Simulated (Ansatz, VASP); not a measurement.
# SiC (Moissanite) in two plane-wave programs, part 2 of 2

One calculation is typed for both programs; each brings its own data sets. How far apart do they land? The cell is taken from a series of runs on this material, whose earlier steps may have relaxed, scaled, displaced or heated it; both programs get it as it stands.

VASP 6.6.1 and Ansatz 0.2.0.

So far: The structure; Ansatz: dielectric response, PBE.

### 3. VASP: dielectric response, PBE

Level of this step: PBE; plane waves and PAW (Si, C) (VASP).

The same cell, functional and mesh now go to VASP, with its own data sets.

Lines of VASP's logs that name or quote its potential files are left out, and so is its time.

INCAR reads:

```
SYSTEM = SiC
PREC = Accurate
ENCUT = 520
EDIFF = 1E-08
NELM = 120
ISMEAR = 0
SIGMA = 0.01
LREAL = .FALSE.
ALGO = Normal
GGA = PE
NBANDS = 14
LORBIT = 11
LWAVE = .FALSE.
LCHARG = .FALSE.
ISIF = 2
LEPSILON = .TRUE.
LASPH = .TRUE.
GGA_COMPAT = .FALSE.
```

POSCAR reads:

```
SiC
1.0
    3.0760000000      0.0000000000      0.0000000000
   -1.5380000000      2.6638941420      0.0000000000
    0.0000000000      0.0000000000      5.0480000000
Si C
2 2
Direct
    0.3333333334      0.6666666668      0.0000000000
    0.6666666668      0.3333333334      0.5000000000
    0.3333333334      0.6666666668      0.3850000000
    0.6666666668      0.3333333334      0.8850000000
```

KPOINTS reads:

```
Automatic mesh
0
Gamma
9 9 4
0 0 0
```

Potentials, in the order of the species: Si and C (PBE family, release 64).

Started as:

```
$ mpirun -np 1 vasp_std
```

Numbers of over 12 decimals in the logs are rounded to 6 here.

The program printed:

```text
[banner, memory and clock lines left out]
running    1 mpi-ranks, on    1 nodes
 distrk:  each k-point on    1 cores,    1 groups
 distr:  one band on    1 cores,    1 groups

 POSCAR found type information on POSCAR SiC
 POSCAR found :  2 types and       4 ions
 LDA part: xc-table for (Slater+PW92), standard interpolation
 POSCAR, INCAR and KPOINTS ok, starting setup
 FFT: planning ... GRIDC
 FFT: planning ... GRID_SOFT
 FFT: planning ... GRID
 WAVECAR not read
 entering main loop
       N       E                     dE             d eps       ncg     rms          rms(c)
DAV:   1     0.297423381141E+02    0.29742E+02   -0.72466E+03  1008   0.102E+03
DAV:   2    -0.310095372321E+02   -0.60752E+02   -0.55612E+02  1410   0.173E+02
DAV:   3    -0.337855699830E+02   -0.27760E+01   -0.27629E+01  1356   0.352E+01
DAV:   4    -0.338111231222E+02   -0.25553E-01   -0.25544E-01  1170   0.408E+00
DAV:   5    -0.338114567407E+02   -0.33362E-03   -0.33360E-03  1356   0.435E-01    0.125E+01
DAV:   6    -0.301643218749E+02    0.36471E+01   -0.85385E+00  1302   0.179E+01    0.565E+00
DAV:   7    -0.300846093648E+02    0.79713E-01   -0.11033E+00  1380   0.644E+00    0.247E+00
DAV:   8    -0.300686313122E+02    0.15978E-01   -0.53525E-02  1128   0.155E+00    0.615E-01
DAV:   9    -0.300672541183E+02    0.13772E-02   -0.83200E-03  1290   0.642E-01    0.129E-01
DAV:  10    -0.300675422673E+02   -0.28815E-03   -0.86509E-04  1236   0.190E-01    0.578E-02
DAV:  11    -0.300675680075E+02   -0.25740E-04   -0.10126E-04  1164   0.765E-02    0.135E-02
DAV:  12    -0.300675690469E+02   -0.10394E-05   -0.50856E-06  1314   0.161E-02    0.361E-03
DAV:  13    -0.300675695629E+02   -0.51602E-06   -0.40562E-07  1218   0.449E-03    0.231E-03
DAV:  14    -0.300675695907E+02   -0.27826E-07   -0.10060E-08  1032   0.820E-04    0.106E-03
DAV:  15    -0.300675695943E+02   -0.35704E-08   -0.23208E-08  1046   0.104E-03
   1 F= -.30067570E+02 E0= -.30067570E+02  d E =-.256714E-78
 Linear response reoptimize wavefunctions to high precision
DAV:   1    -0.300675695961E+02   -0.18597E-08   -0.14666E-09   900   0.305E-04
DAV:   2    -0.300675695962E+02   -0.42292E-10   -0.12099E-10   630   0.898E-05
 Linear response G [H, r] |phi>, progress :
  Direction:   1
       N       E                     dE             d eps       ncg     rms
RMM:   1    -0.700393529478E+02   -0.70039E+02    0.54082E+01  2619   0.637E+01
RMM:   2    -0.518562090804E+02    0.18183E+02   -0.62699E+00  1725   0.178E+01
RMM:   3    -0.518962042018E+02   -0.39995E-01   -0.10165E-01  1831   0.212E+00
RMM:   4    -0.518967352343E+02   -0.53103E-03   -0.30276E-03  1985   0.345E-01
RMM:   5    -0.518967734984E+02   -0.38264E-04   -0.22056E-04  1969   0.654E-02
RMM:   6    -0.518967724075E+02    0.10909E-05   -0.24682E-05  2010   0.141E-02
RMM:   7    -0.518967715505E+02    0.85696E-06   -0.48569E-06  1976   0.328E-03
RMM:   8    -0.518967712803E+02    0.27027E-06   -0.10423E-06  1916   0.842E-04
RMM:   9    -0.518967711515E+02    0.12877E-06    0.19784E-06  1603   0.265E-04
RMM:  10    -0.518967710586E+02    0.92861E-07    0.16027E-06  1330   0.117E-04
RMM:  11    -0.518967710527E+02    0.58890E-08   -0.30831E-06  1254   0.829E-05
RMM:  12    -0.518967710507E+02    0.20810E-08    0.51070E-06  1187   0.741E-05
RMM:  13    -0.518967710330E+02    0.17708E-07    0.67838E-06  1056   0.731E-05
RMM:  14    -0.518967710309E+02    0.20221E-08    0.42761E-06   962   0.727E-05
RMM:  15    -0.518967710330E+02   -0.20471E-08    0.35076E-06   892   0.727E-05
 Linear response G [H, r] |phi>, progress :
  Direction:   2
       N       E                     dE             d eps       ncg     rms
RMM:   1    -0.801539846125E+02   -0.80154E+02   -0.11091E+02  2530   0.604E+01
RMM:   2    -0.648248698492E+02    0.15329E+02   -0.48133E+00  1709   0.159E+01
RMM:   3    -0.648639710921E+02   -0.39101E-01   -0.63342E-02  1817   0.179E+00
RMM:   4    -0.648646949392E+02   -0.72385E-03   -0.11514E-03  1925   0.267E-01
RMM:   5    -0.648647487101E+02   -0.53771E-04    0.17962E-06  1933   0.451E-02
RMM:   6    -0.648647545583E+02   -0.58481E-05    0.42869E-06  1976   0.854E-03
RMM:   7    -0.648647551346E+02   -0.57634E-06    0.70520E-07  1937   0.169E-03
RMM:   8    -0.648647552198E+02   -0.85216E-07    0.17276E-06  1865   0.382E-04
RMM:   9    -0.648647550684E+02    0.15143E-06    0.60148E-06  1504   0.127E-04
RMM:  10    -0.648647550866E+02   -0.18228E-07   -0.10937E-05  1253   0.811E-05
RMM:  11    -0.648647550721E+02    0.14507E-07   -0.20014E-06  1170   0.759E-05
RMM:  12    -0.648647550707E+02    0.14509E-08    0.43986E-06  1097   0.762E-05
RMM:  13    -0.648647550726E+02   -0.19608E-08   -0.44666E-06   973   0.763E-05
 Linear response G [H, r] |phi>, progress :
  Direction:   3
       N       E                     dE             d eps       ncg     rms
RMM:   1    -0.880573232603E+02   -0.88057E+02   -0.94090E+01  2575   0.639E+01
RMM:   2    -0.580426024844E+02    0.30015E+02   -0.65831E+00  1676   0.174E+01
RMM:   3    -0.580949925792E+02   -0.52390E-01   -0.97884E-02  1786   0.200E+00
RMM:   4    -0.580963110372E+02   -0.13185E-02   -0.21830E-03  1863   0.295E-01
RMM:   5    -0.580963629930E+02   -0.51956E-04   -0.10314E-04  1892   0.527E-02
RMM:   6    -0.580963644573E+02   -0.14643E-05   -0.88554E-06  1937   0.103E-02
[...]
RMM:  14    -0.580963641979E+02    0.11228E-08    0.22093E-06   830   0.870E-05
 Linear response to external field (no local field effect), progress :
  Direction:   1
       N       E                     dE             d eps       ncg     rms          rms(c)
RMM:   1    -0.550987059492E+00   -0.55099E+00   -0.21056E+00  2120   0.348E+00
RMM:   2    -0.565698448733E+00   -0.14711E-01   -0.63106E-03  1740   0.523E-01
RMM:   3    -0.565801262215E+00   -0.10281E-03   -0.12662E-04  1759   0.546E-02
RMM:   4    -0.565804073171E+00   -0.28110E-05   -0.33384E-06  1821   0.900E-03
RMM:   5    -0.565804151682E+00   -0.78511E-07   -0.11441E-07  1788   0.147E-03
RMM:   6    -0.565804155447E+00   -0.37647E-08   -0.39802E-09  1487   0.278E-04
 change of polarisation eV/A/(eV/A) component  1 :     1.132    -0.496    -0.174
 dielectric tensor                  component  1 :     5.950    -2.169    -0.762
 Linear response to external field (no local field effect), progress :
  Direction:   2
       N       E                     dE             d eps       ncg     rms          rms(c)
RMM:   1    -0.823461211779E+00   -0.82346E+00   -0.33232E+00  2091   0.383E+00
RMM:   2    -0.841314182908E+00   -0.17853E-01   -0.73750E-03  1730   0.552E-01
RMM:   3    -0.841421641751E+00   -0.10746E-03   -0.14440E-04  1750   0.561E-02
RMM:   4    -0.841424781406E+00   -0.31397E-05   -0.37449E-06  1800   0.905E-03
RMM:   5    -0.841424870806E+00   -0.89400E-07   -0.15335E-07  1786   0.150E-03
RMM:   6    -0.841424874718E+00   -0.39122E-08   -0.67836E-09  1463   0.284E-04
 change of polarisation eV/A/(eV/A) component  2 :    -0.496     1.683    -0.110
 dielectric tensor                  component  2 :    -2.170     8.362    -0.479
 Linear response to external field (no local field effect), progress :
  Direction:   3
       N       E                     dE             d eps       ncg     rms          rms(c)
RMM:   1    -0.734614626598E+00   -0.73461E+00   -0.30759E+00  2067   0.350E+00
RMM:   2    -0.751799963692E+00   -0.17185E-01   -0.66404E-03  1706   0.490E-01
RMM:   3    -0.751895450100E+00   -0.95486E-04   -0.12078E-04  1720   0.477E-02
RMM:   4    -0.751898281754E+00   -0.28317E-05   -0.26654E-06  1795   0.745E-03
RMM:   5    -0.751898374571E+00   -0.92817E-07   -0.37349E-08  1760   0.119E-03
RMM:   6    -0.751898381884E+00   -0.73135E-08    0.74308E-09  1364   0.216E-04
 change of polarisation eV/A/(eV/A) component  3 :    -0.174    -0.110     1.504
 dielectric tensor                  component  3 :    -0.762    -0.479     7.579
 Linear response to external field, progress :
  Direction:   1
       N       E                     dE             d eps       ncg     rms          rms(c)
RMM:   1    -0.687518318439E+00   -0.68752E+00   -0.27173E+00  5556   0.363E+00
RMM:   2    -0.703507019738E+00   -0.15989E-01   -0.67736E-03  4541   0.529E-01    0.121E+00
RMM:   3    -0.690684655149E+00    0.12822E-01   -0.13814E-02  4600   0.666E-01    0.719E-01
RMM:   4    -0.720360649403E+00   -0.29676E-01   -0.16983E-02  4634   0.758E-01    0.125E-01
RMM:   5    -0.727477677498E+00   -0.71170E-02   -0.50544E-04  4688   0.158E-01    0.165E-02
RMM:   6    -0.727985903264E+00   -0.50823E-03   -0.95620E-06  4958   0.210E-02    0.719E-03
RMM:   7    -0.728245996979E+00   -0.26009E-03   -0.15474E-06  4811   0.938E-03    0.806E-04
RMM:   8    -0.728266674854E+00   -0.20678E-04   -0.20127E-07  5017   0.169E-03    0.372E-04
RMM:   9    -0.728264056490E+00    0.26184E-05   -0.13492E-07  4911   0.758E-04    0.618E-05
RMM:  10    -0.728264661098E+00   -0.60461E-06    0.38898E-08  4575   0.142E-04    0.165E-05
RMM:  11    -0.728264399094E+00    0.26200E-06   -0.33118E-08  2878   0.409E-05    0.276E-06
 change of polarisation eV/A/(eV/A) component  1 :     1.352    -0.143     0.000
 dielectric tensor                  component  1 :     6.914    -0.625     0.000
 Linear response to external field, progress :
  Direction:   2
       N       E                     dE             d eps       ncg     rms          rms(c)
RMM:   1    -0.687873500607E+00   -0.68787E+00   -0.27209E+00  5588   0.358E+00
RMM:   2    -0.703511464720E+00   -0.15638E-01   -0.66000E-03  4519   0.519E-01    0.121E+00
RMM:   3    -0.690684982709E+00    0.12826E-01   -0.13752E-02  4548   0.665E-01    0.719E-01
RMM:   4    -0.720374912002E+00   -0.29690E-01   -0.17037E-02  4596   0.758E-01    0.125E-01
RMM:   5    -0.727472333310E+00   -0.70974E-02   -0.50536E-04  4690   0.158E-01    0.165E-02
RMM:   6    -0.727986174766E+00   -0.51384E-03   -0.97491E-06  4974   0.211E-02    0.725E-03
RMM:   7    -0.728245629254E+00   -0.25945E-03   -0.14799E-06  4785   0.938E-03    0.798E-04
RMM:   8    -0.728266326262E+00   -0.20697E-04    0.20202E-07  5020   0.167E-03    0.362E-04
RMM:   9    -0.728263922711E+00    0.24036E-05    0.48442E-07  4914   0.751E-04    0.658E-05
RMM:  10    -0.728264528027E+00   -0.60532E-06    0.27048E-07  4515   0.122E-04    0.208E-05
RMM:  11    -0.728264344032E+00    0.18400E-06   -0.55425E-08  3067   0.496E-05    0.262E-06
 change of polarisation eV/A/(eV/A) component  2 :    -0.256     1.352    -0.000
 dielectric tensor                  component  2 :    -1.121     6.914    -0.000
 Linear response to external field, progress :
  Direction:   3
       N       E                     dE             d eps       ncg     rms          rms(c)
RMM:   1    -0.734614626598E+00   -0.73461E+00   -0.30759E+00  2067   0.350E+00
RMM:   2    -0.751799959354E+00   -0.17185E-01   -0.66404E-03  1706   0.490E-01    0.124E+00
RMM:   3    -0.741487640768E+00    0.10312E-01   -0.11782E-02  1695   0.628E-01    0.741E-01
RMM:   4    -0.774791776983E+00   -0.33304E-01   -0.15264E-02  1729   0.729E-01    0.122E-01
RMM:   5    -0.781438919997E+00   -0.66471E-02   -0.43958E-04  1727   0.146E-01    0.176E-02
RMM:   6    -0.782062727705E+00   -0.62381E-03   -0.84239E-06  1825   0.205E-02    0.770E-03
RMM:   7    -0.782264624761E+00   -0.20190E-03   -0.10849E-06  1779   0.803E-03    0.122E-03
RMM:   8    -0.782331855739E+00   -0.67231E-04   -0.10050E-07  1855   0.230E-03    0.342E-04
RMM:   9    -0.782330856946E+00    0.99879E-06   -0.45142E-09  1838   0.675E-04    0.119E-04
RMM:  10    -0.782333820474E+00   -0.29635E-05    0.99227E-09  1644   0.146E-04    0.185E-05
RMM:  11    -0.782333630664E+00    0.18981E-06    0.10172E-07  1114   0.493E-05    0.297E-06
 change of polarisation eV/A/(eV/A) component  3 :    -0.174    -0.109     1.453
 dielectric tensor                  component  3 :    -0.760    -0.479     7.358
 Born effective charges drift removed
```

Parts of OUTCAR (step 3):

```text
ion  position               nearest neighbor table
   1  0.333  0.667  0.000-   4 1.87   4 1.87   4 1.87   3 1.94   2 3.09   2 3.09   2 3.09   2 3.09
                             2 3.09   2 3.09
   2  0.667  0.333  0.500-   3 1.87   3 1.87   3 1.87   4 1.94   1 3.09   1 3.09   1 3.09   1 3.09
                             1 3.09   1 3.09
   3  0.333  0.667  0.385-   2 1.87   2 1.87   2 1.87   1 1.94
   4  0.667  0.333  0.885-   1 1.87   1 1.87   1 1.87   2 1.94

  LATTYP: Found a hexagonal cell.
 ALAT       =     3.0760000000
 C/A-ratio  =     1.6410923277

 Subroutine GETGRP returns: Found 12 space group operations
 (whereof  6 operations were pure point group operations)

The static configuration has the point symmetry C_3v.
 The point group associated with its full space group is C_6v.

 Found     36 irreducible k-points:

   k-points           NKPTS =     36   k-points in BZ     NKDIM =     36   number of bands    NBANDS=     14

   dimension x,y,z NGX =    24 NGY =   24 NGZ =   40
   dimension x,y,z NGXF=    48 NGYF=   48 NGZF=   80

   ENCUT  =  520.0 eV  38.22 Ry    6.18 a.u.   5.72  5.72  9.39*2*pi/ulx,y,z

   NELECT =      16.0000    total number of electrons

 k-points in reciprocal lattice and weights: Automatic mesh
   0.00000000  0.00000000  0.00000000       0.003
   0.11111111 -0.00000000  0.00000000       0.019
   0.22222222 -0.00000000  0.00000000       0.019
   0.33333333 -0.00000000  0.00000000       0.019
   0.44444444 -0.00000000  0.00000000       0.019
   0.11111111  0.11111111  0.00000000       0.019
   0.22222222  0.11111111  0.00000000       0.037
   0.33333333  0.11111111  0.00000000       0.037
   0.44444444  0.11111111  0.00000000       0.019
[...]
0.33333333  0.22222222  0.50000000       0.037
   0.33333333  0.33333333  0.50000000       0.006

 average (electrostatic) potential at core
       1 -80.3794       2 -80.3794       3 -44.7574       4 -44.7574

  Total        1.3576662      1.3576662      0.1014817      0.0000000      0.0000000      0.0000000
  in kB       52.5873079     52.5873079      3.9307507      0.0000000      0.0000000      0.0000000
  external PRESSURE =      36.3684555 kB  Pullay stress =       0.0000000 kB

  energy-cutoff  :      520.00
  volume of cell :       41.36
      direct lattice vectors                 reciprocal lattice vectors
     3.076000000  0.000000000  0.000000000     0.325097529  0.187695146  0.000000000
    -1.538000000  2.663894142  0.000000000     0.000000000  0.375390292  0.000000000
     0.000000000  0.000000000  5.048000000     0.000000000  0.000000000  0.198098257

 POSITION                                       TOTAL-FORCE (eV/Angst)
 -----------------------------------------------------------------------------------
      0.00000      1.77593      0.00000        -0.000000      0.000000      0.751154
      1.53800      0.88796      2.52400         0.000000     -0.000000      0.751154
      0.00000      1.77593      1.94348         0.000000      0.000000     -0.751154
      1.53800      0.88796      4.46748         0.000000      0.000000     -0.751154
 -----------------------------------------------------------------------------------
    total drift:                               -0.000000      0.000000     -0.000112

 MACROSCOPIC STATIC DIELECTRIC TENSOR (including local field effects in DFT)
 ------------------------------------------------------
           6.913726    -0.000000     0.000000
           0.000000     6.913726     0.000000
           0.000000     0.000000     7.357846
 ------------------------------------------------------

 PIEZOELECTRIC TENSOR (including local field effects)  for field in x, y, z        (C/m^2)
          XX          YY          ZZ          XY          YZ          ZX
  --------------------------------------------------------------------------------
  x     0.00000     0.00000     0.00000     0.00000     0.00000     0.56073
  y    -0.00000     0.00000     0.00000     0.00000     0.56073     0.00000
  z     0.49395     0.49395    -0.77544     0.00000     0.00000    -0.00000

 BORN EFFECTIVE CHARGES (including local field effects) (in |e|, cummulative output)
 ---------------------------------------------------------------------------------
 ion    1
    1     2.66417     0.00000     0.00000
    2     0.00000     2.66417     0.00000
    3     0.00000     0.00000     2.90506
 ion    2
    1     2.66417     0.00000     0.00000
    2     0.00000     2.66417    -0.00000
    3     0.00000    -0.00000     2.90506
 ion    3
    1    -2.66417     0.00000     0.00000
    2     0.00000    -2.66417     0.00000
    3     0.00000     0.00000    -2.90506
 ion    4
    1    -2.66417     0.00000     0.00000
    2     0.00000    -2.66417     0.00000
    3     0.00000     0.00000    -2.90506
```

### 4. Differences

Known differences besides the potentials themselves: fixed occupations in Ansatz, narrow Gaussian smearing in VASP; VASP's response is taken on the typed mesh, Ansatz refines its own for the field response alone; the cutoff is 420 eV in Ansatz and 520 eV in VASP. Total energies have different zeros and are not compared.

Both answers:

```
quantity  Ansatz  VASP  difference
   ε∞ xx    6.86  6.91     -0.73 %
   ε∞ yy    6.86  6.91     -0.73 %
   ε∞ zz    7.44  7.36     +1.18 %
```

### 5. What came out

| Item | Value |
| --- | --- |
| difference in ε∞ zz (dielectric response, PBE) | 1.2 % |

In words: The difference in ε∞ zz is 1.2 % (dielectric response, PBE), within the 5 % picked in this series as the mark of a large difference. Such differences can come from data sets, numerical settings and the points named under the comparisons, not from the functional's error against experiment.

[Lines on the potential files, build, host, timing and source positions are cut from VASP's logs without a mark.]

[Logs are printed without paths, hosts, clocks, repeated set-up lines and the standing remarks that a program may print on its own settings, such as how far it seeks lower states.]

[Hosts, paths, dates, database ids (printed as entryN), source tags and the programs' standing remarks are cut or masked in the printed files.]
